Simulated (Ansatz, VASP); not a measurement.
**LaFePO in two plane-wave programs**

One calculation is typed for both programs; each brings its own data sets and cutoff. How far apart do they land? The cell comes out of the VASP series on this material, whose earlier steps may have relaxed, scaled or displaced it; both programs get it as it stands.

Calculated with Ansatz 0.2.0; plane waves, with VASP 6.6.1 beside it; relaxation of cell and atoms at LDA, DFT+U.

**1. The structure**

Symmetry: P4/nmm, No. 129, tetragonal system. The conventional cell has a = 3.904 Å, b = 3.904 Å, c = 8.777 Å, α = 90.00°, β = 90.00°, γ = 90.00°. Nearest to La lie 4 O at 2.32 Å. Nearest to Fe lie 4 P at 2.39 Å. Nearest to P lie 4 Fe at 2.39 Å. O has 4 La at 2.32 Å nearest. Farther neighbours and most contacts between anions are not listed.

As a file:

```xyz
8
Lattice="3.9038 0.0000 0.0000 0.0000 3.9038 0.0000 0.0000 0.0000 8.7771" Properties=species:S:1:pos:R:3 pbc="T T T"
La    1.9519    0.0000    1.2547
La    0.0000    1.9519    7.5224
Fe    0.0000    0.0000    4.3886
Fe    1.9519    1.9519    4.3886
P     1.9519    0.0000    5.7702
P     0.0000    1.9519    3.0070
O     0.0000    0.0000    0.0000
O     1.9519    1.9519    0.0000
```

**2. VASP: relaxation of cell and atoms, LDA, DFT+U**

The relaxed volume is the usual yardstick between codes: its relative difference is about their pressure difference at one cell divided by the bulk modulus.

Lines of VASP's logs that name or quote its potential files are left out, and so is its time.

Contents of INCAR:

```
SYSTEM = LaFePO
PREC = Accurate
ENCUT = 520
EDIFF = 1E-06
NELM = 150
ISMEAR = 0
SIGMA = 0.05
LREAL = .FALSE.
ALGO = Normal
GGA = CA
NBANDS = 46
ISPIN = 2
MAGMOM = 0 0 3 3 0 0 0 0
LDAU = .TRUE.
LDAUTYPE = 2
LDAUL = -1 2 -1 -1
LDAUU = 0 4 0 0
LDAUJ = 0 0 0 0
LDAUPRINT = 1
LASPH = .TRUE.
LMAXMIX = 6
AMIX = 0.2
BMIX = 1E-04
AMIX_MAG = 0.8
BMIX_MAG = 1E-04
LORBIT = 11
LWAVE = .FALSE.
LCHARG = .FALSE.
KPAR = 4
IBRION = 2
NSW = 60
ISIF = 3
EDIFFG = -0.01
```

Contents of POSCAR:

```
LaFePO
1.0
    3.9038138646      0.0000000000      0.0000000000
    0.0000000000      3.9038138646      0.0000000000
    0.0000000000      0.0000000000      8.7771153386
La Fe P O
2 2 2 2
Direct
    0.5000000000      0.0000000000      0.1429542190
    0.0000000000      0.5000000000      0.8570457810
    0.0000000000      0.0000000000      0.5000000000
    0.5000000000      0.5000000000      0.5000000000
    0.5000000000      0.0000000000      0.6574091760
    0.0000000000      0.5000000000      0.3425908240
    0.0000000000      0.0000000000      0.0000000000
    0.5000000000      0.5000000000      0.0000000000
```

Contents of KPOINTS:

```
Automatic mesh
0
Gamma
6 6 3
0 0 0
```

PAW data sets: La, Fe, P and O (LDA family, release 64).

The run is started by

```sh
mpirun -np 4 vasp_std
```

Numbers of over 12 decimals in the logs are rounded to 6 here.

Output:

```text
[banner, memory and clock lines left out]
running    4 mpi-ranks, on    1 nodes
 distrk:  each k-point on    1 cores,    4 groups
 distr:  one band on    1 cores,    1 groups

 POSCAR found type information on POSCAR LaFeP O
 POSCAR found :  4 types and       8 ions
 LDA part: xc-table for (Slater(with rela. corr.)+CA(PZ))
 , standard interpolation
 POSCAR, INCAR and KPOINTS ok, starting setup
 FFT: planning ... GRIDC
 FFT: planning ... GRID_SOFT
 FFT: planning ... GRID
 WAVECAR not read
 entering main loop
       N       E                     dE             d eps       ncg     rms          rms(c)
DAV:   1     0.635855551605E+03    0.63586E+03   -0.21971E+04  3772   0.188E+03
DAV:   2     0.114874374991E+03   -0.52098E+03   -0.46600E+03  4072   0.367E+02
DAV:   3    -0.474116719548E+02   -0.16229E+03   -0.15104E+03  5084   0.198E+02
DAV:   4    -0.708170221239E+02   -0.23405E+02   -0.22302E+02  6462   0.788E+01
DAV:   5    -0.726327020910E+02   -0.18157E+01   -0.17502E+01  6326   0.231E+01    0.285E+01
DAV:   6    -0.734822693926E+02   -0.84957E+00   -0.19186E+02  6540   0.949E+01    0.459E+01
DAV:   7    -0.614327974055E+02    0.12049E+02   -0.88062E+01  6402   0.794E+01    0.146E+01
DAV:   8    -0.625179020529E+02   -0.10851E+01   -0.16075E+01  6472   0.207E+01    0.112E+01
DAV:   9    -0.617554746479E+02    0.76243E+00   -0.92206E+00  6500   0.271E+01    0.662E+00
DAV:  10    -0.618236832097E+02   -0.68209E-01   -0.20190E+00  6388   0.813E+00    0.616E+00
DAV:  11    -0.616931722271E+02    0.13051E+00   -0.15381E+00  6504   0.776E+00    0.279E+00
DAV:  12    -0.617178984719E+02   -0.24726E-01   -0.11655E-01  6280   0.221E+00    0.193E+00
DAV:  13    -0.617113545233E+02    0.65439E-02   -0.75850E-02  6160   0.344E+00    0.584E-01
DAV:  14    -0.617123921969E+02   -0.10377E-02   -0.43720E-02  6728   0.127E+00    0.419E-01
[...]
DAV:  35    -0.617166554007E+02   -0.18090E-03   -0.30400E-04  5320   0.785E-02    0.753E-02
DAV:  36    -0.617166140893E+02    0.41311E-04   -0.22286E-05  4352   0.325E-02    0.743E-02
DAV:  37    -0.617166604569E+02   -0.46368E-04   -0.10104E-05  3880   0.193E-02    0.750E-02
DAV:  38    -0.617166570175E+02    0.34394E-05   -0.10243E-06  3144   0.685E-03    0.748E-02
DAV:  39    -0.617168777658E+02   -0.22075E-03   -0.19240E-04  5472   0.653E-02    0.785E-02
DAV:  40    -0.617173986664E+02   -0.52090E-03   -0.11005E-03  5560   0.153E-01    0.852E-02
DAV:  41    -0.617174097502E+02   -0.11084E-04   -0.70958E-05  4720   0.464E-02    0.846E-02
DAV:  42    -0.617174095532E+02    0.19706E-06   -0.37300E-06  4314   0.162E-02
   1 F= -.61717410E+02 E0= -.61713034E+02  d E =-.617174E+02  mag=     7.0970
[...]
2 F= -.61719146E+02 E0= -.61715827E+02  d E =-.173679E-02  mag=     7.0643
[...]
3 F= -.61719150E+02 E0= -.61715838E+02  d E =-.174000E-02  mag=     7.0642
[...]
4 F= -.61719199E+02 E0= -.61715889E+02  d E =-.178964E-02  mag=     7.0629
 curvature:  -0.30 expect dE=-0.424E-04 dE for cont linesearch -0.135E-04
 ZBRENT: bisectioning
 opt :   0.3041  next Energy=   -61.719226 (dE=-0.182E-02)
 bond charge predicted
       N       E                     dE             d eps       ncg     rms          rms(c)
DAV:   1    -0.617192728318E+02   -0.73477E-04   -0.21575E-03  5990   0.451E-01    0.622E-02
DAV:   2    -0.617192408642E+02    0.31968E-04   -0.25412E-04  5964   0.185E-01    0.400E-02
DAV:   3    -0.617192306532E+02    0.10211E-04   -0.42250E-05  7040   0.738E-02    0.230E-02
DAV:   4    -0.617192211793E+02    0.94738E-05   -0.32030E-05  6840   0.327E-02    0.108E-02
DAV:   5    -0.617192193767E+02    0.18027E-05   -0.51115E-06  5218   0.206E-02    0.566E-03
DAV:   6    -0.617192194109E+02   -0.34267E-07   -0.53134E-06  5512   0.167E-02
   5 F= -.61719219E+02 E0= -.61715916E+02  d E =-.180986E-02  mag=     7.0618
 curvature:  -0.59 expect dE=-0.352E-04 dE for cont linesearch -0.593E-05
 trial: gam= 0.00000 g(F)=  0.495E-05 g(S)=  0.543E-04 ort =-0.534E-04 (trialstep = 0.861E+00)
 search vector abs. value=  0.592E-04
 reached required accuracy - stopping structural energy minimisation
```

Parts of OUTCAR (step 2):

```text
ion  position               nearest neighbor table
   1  0.500  0.000  0.143-   7 2.32   8 2.32   8 2.32   7 2.32   6 3.27   6 3.27   6 3.27   6 3.27

  LATTYP: Found a simple tetragonal cell.
 ALAT       =     3.9038138646
 C/A-ratio  =     2.2483437077

 Subroutine GETGRP returns: Found 16 space group operations
 (whereof  8 operations were pure point group operations)

The static configuration has the point symmetry D_2d.
 The point group associated with its full space group is D_4h.

 Found     20 irreducible k-points:

   k-points           NKPTS =     20   k-points in BZ     NKDIM =     20   number of bands    NBANDS=     46

   dimension x,y,z NGX =    30 NGY =   30 NGZ =   70
   dimension x,y,z NGXF=    60 NGYF=   60 NGZF=  140

   ENCUT  =  520.0 eV  38.22 Ry    6.18 a.u.   7.26  7.26 16.32*2*pi/ulx,y,z

   NELECT =      60.0000    total number of electrons

 k-points in reciprocal lattice and weights: Automatic mesh
   0.00000000  0.00000000  0.00000000       0.009
   0.16666667  0.00000000  0.00000000       0.037
   0.33333333  0.00000000  0.00000000       0.037
   0.50000000  0.00000000  0.00000000       0.019
   0.16666667  0.16666667  0.00000000       0.037
   0.33333333  0.16666667  0.00000000       0.074
   0.50000000  0.16666667  0.00000000       0.037
   0.33333333  0.33333333  0.00000000       0.037
   0.50000000  0.33333333  0.00000000       0.037
[...]
0.50000000  0.33333333  0.33333333       0.074
   0.50000000  0.50000000  0.33333333       0.019

atom =   3  type =  2  l = 2

 onsite density matrix

spin component  1

  0.9488 -0.0000  0.0000 -0.0000  0.0000
 -0.0000  0.9356 -0.0000  0.0000  0.0000
  0.0000 -0.0000  0.9511  0.0000 -0.0000
 -0.0000  0.0000  0.0000  0.9356  0.0000
  0.0000  0.0000 -0.0000  0.0000  0.9429

spin component  2

  0.6402  0.0000  0.0000 -0.0000 -0.0000
  0.0000  0.2729  0.0000  0.0000  0.0000
  0.0000  0.0000  0.1540 -0.0000  0.0000
 -0.0000  0.0000 -0.0000  0.2729  0.0000
 -0.0000  0.0000  0.0000  0.0000  0.1375

 occupancies and eigenvectors

  o =  0.1375  v =  0.0000  0.0000  0.0000  0.0000  0.0000  0.0000  0.0000 -0.0000 -0.0000  1.0000      0.0000  0.0000  0.0000  0.0000  0.0000  0.0000  0.0000  0.0000  0.0000  0.0000
  o =  0.1540  v =  0.0000  0.0000  0.0000  0.0000  0.0000  0.0000 -0.0000  1.0000  0.0000  0.0000      0.0000  0.0000  0.0000  0.0000  0.0000  0.0000  0.0000  0.0000  0.0000  0.0000
  o =  0.2729  v =  0.0000  0.0000  0.0000  0.0000  0.0000  0.0000  0.9985  0.0000 -0.0552 -0.0000      0.0000  0.0000  0.0000  0.0000  0.0000  0.0000  0.0000  0.0000  0.0000  0.0000
  o =  0.2729  v =  0.0000  0.0000  0.0000  0.0000  0.0000  0.0000 -0.0552  0.0000 -0.9985 -0.0000      0.0000  0.0000  0.0000  0.0000  0.0000  0.0000  0.0000  0.0000  0.0000  0.0000
  o =  0.6402  v =  0.0000  0.0000  0.0000  0.0000  0.0000  1.0000  0.0000  0.0000  0.0000  0.0000      0.0000  0.0000  0.0000  0.0000  0.0000  0.0000  0.0000  0.0000  0.0000  0.0000
  o =  0.9356  v =  0.0000 -0.0247  0.0000 -0.9997 -0.0000  0.0000  0.0000  0.0000  0.0000  0.0000      0.0000  0.0000  0.0000  0.0000  0.0000  0.0000  0.0000  0.0000  0.0000  0.0000
  o =  0.9356  v =  0.0000 -0.9997  0.0000  0.0247 -0.0000  0.0000  0.0000  0.0000  0.0000  0.0000      0.0000  0.0000  0.0000  0.0000  0.0000  0.0000  0.0000  0.0000  0.0000  0.0000
  o =  0.9429  v =  0.0000  0.0000 -0.0000  0.0000 -1.0000  0.0000  0.0000  0.0000  0.0000  0.0000      0.0000  0.0000  0.0000  0.0000  0.0000  0.0000  0.0000  0.0000  0.0000  0.0000
  o =  0.9488  v =  1.0000  0.0000  0.0000  0.0000  0.0000  0.0000  0.0000  0.0000  0.0000  0.0000      0.0000  0.0000  0.0000  0.0000  0.0000  0.0000  0.0000  0.0000  0.0000  0.0000
  o =  0.9511  v =  0.0000 -0.0000 -1.0000 -0.0000  0.0000  0.0000  0.0000  0.0000  0.0000  0.0000      0.0000  0.0000  0.0000  0.0000  0.0000  0.0000  0.0000  0.0000  0.0000  0.0000

atom =   4  type =  2  l = 2

 onsite density matrix

spin component  1

  0.9488 -0.0000 -0.0000 -0.0000 -0.0000
 -0.0000  0.9356 -0.0000 -0.0000 -0.0000
 -0.0000 -0.0000  0.9511  0.0000 -0.0000
 -0.0000 -0.0000  0.0000  0.9356  0.0000
 -0.0000 -0.0000 -0.0000  0.0000  0.9429

spin component  2

  0.6402  0.0000 -0.0000 -0.0000  0.0000
  0.0000  0.2729  0.0000 -0.0000  0.0000
 -0.0000  0.0000  0.1540 -0.0000  0.0000
 -0.0000 -0.0000 -0.0000  0.2729  0.0000
  0.0000  0.0000  0.0000  0.0000  0.1375

 occupancies and eigenvectors

[...]
o =  0.6402  v =  0.0000  0.0000  0.0000  0.0000  0.0000  1.0000  0.0000  0.0000  0.0000  0.0000      0.0000  0.0000  0.0000  0.0000  0.0000  0.0000  0.0000  0.0000  0.0000  0.0000
  o =  0.9356  v =  0.0000 -0.9737  0.0000 -0.2277 -0.0000  0.0000  0.0000  0.0000  0.0000  0.0000      0.0000  0.0000  0.0000  0.0000  0.0000  0.0000  0.0000  0.0000  0.0000  0.0000
  o =  0.9356  v =  0.0000  0.2277 -0.0000 -0.9737  0.0000  0.0000  0.0000  0.0000  0.0000  0.0000      0.0000  0.0000  0.0000  0.0000  0.0000  0.0000  0.0000  0.0000  0.0000  0.0000
  o =  0.9429  v =  0.0000  0.0000 -0.0000 -0.0000 -1.0000  0.0000  0.0000  0.0000  0.0000  0.0000      0.0000  0.0000  0.0000  0.0000  0.0000  0.0000  0.0000  0.0000  0.0000  0.0000
  o =  0.9488  v =  1.0000  0.0000  0.0000  0.0000  0.0000  0.0000  0.0000  0.0000  0.0000  0.0000      0.0000  0.0000  0.0000  0.0000  0.0000  0.0000  0.0000  0.0000  0.0000  0.0000
  o =  0.9511  v =  0.0000  0.0000  1.0000 -0.0000 -0.0000  0.0000  0.0000  0.0000  0.0000  0.0000      0.0000  0.0000  0.0000  0.0000  0.0000  0.0000  0.0000  0.0000  0.0000  0.0000

 average (electrostatic) potential at core
       1 -95.2093       2 -95.2093       3 -43.2229       4 -43.2229       5 -81.7209
       6 -81.7209       7 -68.5873       8 -68.5873

 E-fermi :   7.2557

 spin component 1
 k-point     1 :       0.0000    0.0000    0.0000
  band No.  band energies     occupation
    ...
     27       4.3002      1.00000
     28       4.5733      1.00000
     29       4.5733      1.00000
     30       5.6021      1.00000
     31       5.6021      1.00000
     32       7.4535      0.00000
     33       8.0969      0.00000
     34       8.0969      0.00000
     35       8.9032      0.00000
     36       9.5105      0.00000
    ...

 k-point     2 :       0.1667    0.0000    0.0000
  band No.  band energies     occupation
    ...
     28       4.3504      1.00000
     29       4.5761      1.00000
     30       4.9670      1.00000
     31       5.9580      1.00000
     32       7.0688      1.00000
     33       7.3223      0.02969
     34       7.9817      0.00000
     35       9.2985      0.00000
     36       9.9075      0.00000
     37      10.1793      0.00000
    ...

 k-point     3 :       0.3333    0.0000    0.0000
  band No.  band energies     occupation
    ...
     29       4.0127      1.00000
     30       4.7824      1.00000
     31       6.4759      1.00000
     32       6.5441      1.00000
     33       6.8915      1.00000
     34       7.6256      0.00000
     35       9.6284      0.00000
     36      10.0530      0.00000
     37      10.2606      0.00000
     38      10.3340      0.00000
    ...

 k-point     4 :       0.5000    0.0000    0.0000
  band No.  band energies     occupation
    ...
     30       4.4332      1.00000
     31       6.6112      1.00000
     32       6.6112      1.00000
     33       7.1077      0.99999
     34       7.1077      0.99999
     35       9.8892      0.00000
     36       9.8892      0.00000
     37      10.1034      0.00000
     38      10.1034      0.00000
     39      10.6455      0.00000
    ...

 k-point     5 :       0.1667    0.1667    0.0000
  band No.  band energies     occupation
    ...
     30       4.8101      1.00000
     31       5.3412      1.00000
     32       6.8813      1.00000
     33       7.1080      0.99999
     34       7.2393      0.67773
     35       9.8653      0.00000
     36      10.0078      0.00000
     37      10.3994      0.00000
     38      10.4612      0.00000
     39      10.5692      0.00000
    ...

 k-point     6 :       0.3333    0.1667    0.0000
  band No.  band energies     occupation
    ...
     30       4.9177      1.00000
     31       5.8283      1.00000
     32       6.2452      1.00000
     33       6.6745      1.00000
     34       6.9239      1.00000
     35       9.8308      0.00000
     36      10.1834      0.00000
     37      10.3861      0.00000
     38      10.4727      0.00000
     39      10.5240      0.00000
    ...

  Total       -0.0491389     -0.0491389     -0.0645778      0.0000000      0.0000000      0.0000000
  in kB       -0.5883719     -0.5883719     -0.7732308      0.0000000      0.0000000      0.0000000
  external PRESSURE =      -0.6499915 kB  Pullay stress =       0.0000000 kB

  energy-cutoff  :      520.00
  volume of cell :      133.81
      direct lattice vectors                 reciprocal lattice vectors
     3.903862716  0.000000000  0.000000000     0.256156549  0.000000000  0.000000000
     0.000000000  3.903862716  0.000000000     0.000000000  0.256156549  0.000000000
     0.000000000  0.000000000  8.780019496     0.000000000 -0.000000000  0.113894963

 POSITION                                       TOTAL-FORCE (eV/Angst)
 -----------------------------------------------------------------------------------
      1.95193      0.00000      1.25525        -0.000000     -0.000000      0.001134
      0.00000      1.95193      7.52477         0.000000      0.000000     -0.001134
      0.00000      0.00000      4.39001        -0.000000     -0.000000      0.000000
      1.95193      1.95193      4.39001         0.000000      0.000000      0.000000
      1.95193      0.00000      5.77163         0.000000     -0.000000     -0.007075
      0.00000      1.95193      3.00839        -0.000000     -0.000000      0.007075
      0.00000      0.00000      0.00000        -0.000000     -0.000000      0.000000
      1.95193      1.95193      8.78002         0.000000     -0.000000      0.000000
 -----------------------------------------------------------------------------------
    total drift:                                0.000000      0.000000      0.000000

  FREE ENERGIE OF THE ION-ELECTRON SYSTEM (eV)
  ---------------------------------------------------
  free  energy   TOTEN  =       -61.7192194109 eV

  energy  without entropy=      -61.7126124167  energy(sigma->0) =      -61.71591591

 reached required accuracy - stopping structural energy minimisation

 total charge
# of ion       s       p       d       f       tot
--------------------------------------------------
    1        2.041   5.670   0.732   0.276   8.720
    2        2.041   5.670   0.732   0.276   8.720
    3        0.410   0.496   6.167   0.000   7.073
    4        0.410   0.496   6.167   0.000   7.073
    5        1.028   1.516   0.000   0.000   2.543
    6        1.028   1.516   0.000   0.000   2.543
    7        1.564   3.471   0.000   0.000   5.035
    8        1.564   3.471   0.000   0.000   5.035
--------------------------------------------------
tot         10.085  22.307  13.798   0.552  46.742

 magnetization (x)
# of ion       s       p       d       f       tot
--------------------------------------------------
    1        0.001   0.000   0.009   0.015   0.025
    2        0.001   0.000   0.009   0.015   0.025
    3        0.026   0.049   3.234   0.000   3.308
    4        0.026   0.049   3.234   0.000   3.308
    5        0.007   0.043   0.000   0.000   0.049
    6        0.007   0.043   0.000   0.000   0.049
    7        0.001   0.008   0.000   0.000   0.009
    8        0.001   0.008   0.000   0.000   0.009
--------------------------------------------------
tot          0.068   0.200   6.486   0.030   6.784

[... 6 further parts left out ...]
```

The magnetic state follows from one typed start and may not be the lowest.

(Continued in part 2 of 2.)

[Lines on the potential files, build, host, timing and source positions are cut from VASP's logs without a mark.]

[Logs are printed without paths, hosts, clocks, repeated set-up lines and the standing remarks that a program may print on its own settings, such as how far it seeks lower states.]

[Hosts, paths, dates, database ids (printed as entryN), source tags and the programs' standing remarks are cut or masked in the printed files.]
